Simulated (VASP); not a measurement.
Input:

```xyz
2
Lattice="1.7915 -3.1029 0.0000 1.7915 3.1029 0.0000 0.0000 0.0000 5.5348" Properties=species:S:1:pos:R:3 pbc="T T T"
Er     1.7915     1.0343     1.3837
Er     1.7915    -1.0343     4.1511
```

All values below come from PBE GGA, VASP's PBE PAW potentials (set 64) (plane waves; VASP). Run with 530 eV cut-off, 11×11×6 Γ-centred mesh, first-order Methfessel-Paxton smearing of 0.10 eV, potentials Er_3.

The 4f electrons are frozen in the core of the lanthanide potential, so 4f levels, which can set the real gap, and their magnetism are missing. Finite-difference elastic constants of metals are sensitive to mesh and smearing; shear constants can be off by tens of GPa.

Q: Give the elastic stiffness tensor with the ions relaxed (GPa, in the frame of the cell).

A: 
```csv
,xx,yy,zz,yz,xz,xy
xx,90.0,26.7,20.6,0.0,0.0,0.0
yy,26.7,90.0,20.6,0.0,0.0,0.0
zz,20.6,20.6,84.9,0.0,0.0,0.0
yz,0.0,0.0,0.0,33.3,0.0,0.0
xz,0.0,0.0,0.0,0.0,33.3,0.0
xy,0.0,0.0,0.0,0.0,0.0,31.7
```

Q: Estimate the Hill bulk modulus, Hill shear modulus, Young's modulus, Poisson's ratio.

A: 
```
Item                   Value
------------------  --------
Hill bulk modulus   445 kbar
Hill shear modulus  32.8 GPa
Young's modulus     78.9 GPa
Poisson's ratio        0.204
```

The compound is Er in the hcp structure. It was relaxed first.
